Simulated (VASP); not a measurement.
The system is RhN.

```
Rh N
1.0
     2.96283    0.00000    0.00000
    -1.48141    2.56588    0.00000
     0.00000    0.00000    5.78315
Rh N
2 2
Direct
  0.00000 0.00000 0.00000
  0.00000 0.00000 0.50000
  0.66667 0.33333 0.25000
  0.66667 0.33333 0.75000
```

The cell comes from a database or a generator and needn't be the stable form of this composition.

Base run:

| Item | Value |
| --- | --- |
| Program | VASP 6.6.1 |
| Functional | PBE |
| Potentials or basis | VASP PAW PBE potentials, release 64 (Rh_pv, N) |
| Cutoff | 520 eV |
| k mesh | 7 × 7 × 4 |
| Occupations | gaussian, width 0.05 eV |
| Spin | collinear spin, antiferromagnetic start |
| Starting moments | [0.6, -0.6, 0.0, 0.0] μB |
| Hubbard terms | Rh d U = 2 eV |

Its results: band gap on the k mesh none (metal or under the smearing width); pressure -13.8 GPa; net moment 0.00 μB per cell.

The run is repeated on the same cell with these changes: hubbard terms from Rh d U = 2 eV to Rh d U = 7 eV; further incar settings from ALGO = Normal; EDIFF = 1e-07; NBANDS = 32 to ALGO = Fast; EDIFF = 1e-07; NBANDS = 32. What comes out?

Band gap on the k mesh none (metal or under the smearing width); pressure -1.7 GPa; net moment 0.00 μB per cell; site moments Rh +2.08, -2.08; N +0.00 μB.
